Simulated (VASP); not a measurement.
```
CELL_PARAMETERS angstrom
      3.24923     0.00000     0.00000
      0.00000     3.24923     0.00000
      0.00000     0.00000     3.24923
ATOMIC_POSITIONS crystal
  In 0.50000 0.50000 0.50000
  Pd 0.00000 0.00000 0.00000
```

These are rev-vdW-DF2, VASP's PBE PAW potentials (set 64) (plane waves; VASP 6.6.1) values and carry that method's errors. Settings: 520 eV cut-off, 11×11×11 Γ-centred mesh, first-order Methfessel-Paxton smearing of 0.10 eV, potentials In_d Pd.

**Question.** Give the stress tensor in GPa (positive for a compressed cell).

**Answer.** 
```
3.49  0.00  0.00
0.00  3.49  0.00
0.00  0.00  3.49
```
The pressure is its mean diagonal, 3.49 GPa.

The compound is PdIn in the CsCl type structure. This cell is one point of a volume scan, at 0.97 of the reference volume. The electron count is odd and the run is not spin-polarised, which forces a metal.
